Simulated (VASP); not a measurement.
Output of a VASP run:

OSZICAR:
```
       N       E                     dE             d eps       ncg     rms          rms(c)
DAV:   1     0.166895293878E+03    0.16690E+03   -0.94139E+03   560   0.139E+03
DAV:   2     0.975387142057E+01   -0.15714E+03   -0.15371E+03   608   0.343E+02
DAV:   3    -0.334864292074E+01   -0.13103E+02   -0.12956E+02   722   0.105E+02
DAV:   4    -0.367216211838E+01   -0.32352E+00   -0.32338E+00   602   0.210E+01
DAV:   5    -0.368358992655E+01   -0.11428E-01   -0.11428E-01   748   0.388E+00    0.289E+00
DAV:   6    -0.307098508817E+01    0.61260E+00   -0.20507E+00   736   0.958E+00    0.105E+00
DAV:   7    -0.307351020495E+01   -0.25251E-02   -0.15519E-01   578   0.217E+00    0.705E-01
DAV:   8    -0.307565949529E+01   -0.21493E-02   -0.19251E-02   572   0.161E+00    0.203E-01
DAV:   9    -0.307486505610E+01    0.79444E-03   -0.34582E-03   754   0.484E-01    0.935E-02
DAV:  10    -0.307496197583E+01   -0.96920E-04   -0.36538E-04   566   0.178E-01    0.255E-02
DAV:  11    -0.307497247837E+01   -0.10503E-04   -0.25030E-05   584   0.611E-02    0.490E-03
DAV:  12    -0.307497359937E+01   -0.11210E-05   -0.19163E-06   680   0.182E-02    0.117E-03
DAV:  13    -0.307497377145E+01   -0.17208E-06   -0.17375E-07   552   0.431E-03    0.465E-04
DAV:  14    -0.307497379853E+01   -0.27086E-07   -0.16914E-08   322   0.147E-03
   1 F= -.30749738E+01 E0= -.30749738E+01  d E =-.157996E-10
```

### OUTCAR
```
------------------------ aborting loop because EDIFF is reached ----------------------------------------
  FORCE on cell =-STRESS in cart. coord.  units (eV):
  Direction    XX          YY          ZZ          XY          YZ          ZX
  --------------------------------------------------------------------------------------
  Total       -0.4617575     -0.4617575     -0.4617575      0.0000000      0.0000000     -0.0000000
  in kB      -10.9252460    -10.9252460    -10.9252460      0.0000000      0.0000000     -0.0000000
  external PRESSURE =     -10.9252460 kB  Pullay stress =       0.0000000 kB
  volume of cell :       67.72
      direct lattice vectors                 reciprocal lattice vectors
     0.000000000  3.235100566  3.235100566    -0.154554701  0.154554701  0.154554701
     3.235100566  0.000000000  3.235100566     0.154554701 -0.154554701  0.154554701
     3.235100566  3.235100566  0.000000000     0.154554701  0.154554701 -0.154554701
  FREE ENERGIE OF THE ION-ELECTRON SYSTEM (eV)
  ---------------------------------------------------
  free  energy   TOTEN  =        -3.0749737985 eV

  energy  without entropy=       -3.0749737985  energy(sigma->0) =       -3.07497380
```
(Selected blocks of OUTCAR.)

File POSCAR:
```
PbSe
1
    0.0000000000     3.2351005659     3.2351005659
    3.2351005659     0.0000000000     3.2351005659
    3.2351005659     3.2351005659     0.0000000000
Pb Se
1 1
Direct
  0.0000000000   0.0000000000   0.0000000000
  0.5000000000   0.5000000000   0.5000000000
```

Question: Write an INCAR and KPOINTS that could have produced this output.

Answer: This is not unique; one that fits is the input of the run itself, vdW-DF2, plane waves, VASP's PBE PAW potentials (set 64).

### INCAR
```
! general
SYSTEM  =PbSe
PREC    =Accurate
ENCUT   =520   ! plane-wave cut-off (eV)
LREAL   =F
LASPH   =T

! electronic loop
EDIFF   =1E-7   ! SCF stop (eV)
NELM    =100   ! most electronic steps
ALGO    =Normal
LMAXMIX =4   ! l cut-off of mixed one-centre charges

! smearing
ISMEAR  =0   ! Gaussian
SIGMA   =0.05

! functional
GGA     =ML
LUSE_VDW=T
AGGAC   =0.0
ZAB_VDW =-1.8867

! ions
ISIF    =2   ! forces and stress, cell fixed

! output
LWAVE   =F
LCHARG  =F
```

File KPOINTS:
```
Automatic mesh
0
Gamma
7 7 7
0 0 0
```

POTCAR, in this order: Pb_d Se (PBE.64 set). Program: vasp_std.

The compound is PbSe in the rock salt structure. This cell is one point of a volume scan, at 1.03 of the reference volume.
